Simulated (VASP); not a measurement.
Data:

```
CELL_PARAMETERS angstrom
      4.12000     0.00000     0.00000
      0.00000     4.12000     0.00000
      0.00000     0.00000     4.12000
ATOMIC_POSITIONS crystal
  Cs 0.00000 0.00000 0.00000
  Cl 0.50000 0.50000 0.50000
```

The numbers are results of r2SCAN+rVV10, VASP's PBE PAW potentials (set 64) (plane waves; VASP), not measurements. Numerical set-up: 520 eV cut-off, 6×6×6 Γ-centred mesh, Gaussian smearing of 0.050 eV, potentials Cs_sv Cl.

Energy and stress use the plane-wave basis of the starting cell.

Problem. The ions, cell shape and volume are relaxed. Predict the relaxed structure.

Solution. 
```
CELL_PARAMETERS angstrom
      4.08897     0.00000     0.00000
      0.00000     4.08897     0.00000
      0.00000     0.00000     4.08897
ATOMIC_POSITIONS crystal
  Cs 0.00000 0.00000 0.00000
  Cl 0.50000 0.50000 0.50000
```
Space group Pm-3m (221), at a tolerance of 0.03 Å.

Problem. How do energy and volume change from the first to the last step?

Solution. The energy (σ→0) changes by -1.0 meV/atom and the volume by -2.2 %, in 3 ionic steps.

| step | E(σ→0) (eV) | max force (eV/Å) | pressure (GPa) | volume (Å³) |
|---|---|---|---|---|
| 1 | -34.9576 | 0.000 | -0.44 | 69.93 |
| 2 | -34.9594 | 0.000 | -0.17 | 68.97 |
| 3 | -34.9596 | 0.000 | 0.02 | 68.37 |

The compound is CsCl in the CsCl type structure. This run relaxes it. Symmetry was kept, so distortions that lower it aren't found.
